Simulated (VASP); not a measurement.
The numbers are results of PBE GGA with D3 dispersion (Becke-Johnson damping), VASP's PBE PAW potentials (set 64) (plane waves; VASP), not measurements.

A VASP calculation is set up with these files.

**POSCAR**
```
CuI
1
    0.0000000000     3.0250000000     3.0250000000
    3.0250000000     0.0000000000     3.0250000000
    3.0250000000     3.0250000000     0.0000000000
Cu I
1 1
Direct
  0.0000000000   0.0000000000   0.0000000000
  0.2500000000   0.2500000000   0.2500000000
```

**INCAR**
```
SYSTEM = CuI
PREC = Accurate; ENCUT = 400; LREAL = .FALSE.
LASPH = .TRUE.
EDIFF = 1E-6; NELM = 100; ALGO = Normal
LMAXMIX = 4
ISMEAR = 0; SIGMA = 0.05
GGA = PE; IVDW = 12
ISIF = 2
LWAVE = .FALSE.; LCHARG = .FALSE.
```

### KPOINTS
```
Regular mesh
0
Gamma
 7 7 7
0 0 0
```

POTCAR, in this order: Cu I (PBE.64 set). Program: vasp_std.

Unless said otherwise, spin-orbit coupling is left out, though it shifts the bands of the heavy elements here.

### Question
Estimate the energy per atom (σ→0), dispersion energy, pressure, band gap (on the k-mesh).

### Answer

```json
{
  "energy per atom (σ→0)": "-3.125 eV/atom",
  "dispersion_energy": "-0.689 eV",
  "band gap (on the k-mesh)": "1.16 eV",
  "pressure": "-1.85 GPa"
}
```

OSZICAR:
```
...
DAV:   9    -0.556025203137E+01    0.30932E-02   -0.14862E-02   641   0.383E+00    0.152E-01
DAV:  10    -0.556042717599E+01   -0.17514E-03   -0.77703E-04   610   0.233E-01    0.628E-02
DAV:  11    -0.556045774117E+01   -0.30565E-04   -0.39237E-04   650   0.604E-01    0.356E-02
DAV:  12    -0.556045509190E+01    0.26493E-05   -0.34828E-05   815   0.117E-01    0.309E-02
DAV:  13    -0.556045346917E+01    0.16227E-05   -0.14862E-06   476   0.344E-02    0.200E-02
DAV:  14    -0.556045271104E+01    0.75813E-06   -0.12394E-05   785   0.963E-02    0.468E-03
DAV:  15    -0.556045290368E+01   -0.19264E-06   -0.13968E-06   432   0.917E-03
   1 F= -.62497233E+01 E0= -.62497233E+01  d E =-.252669E-13
```

The compound is CuI in the zinc blende structure. The cell was not relaxed at this level. The run is one of a series of settings (IVDW = 12 against the base run), some of them coarse on purpose.
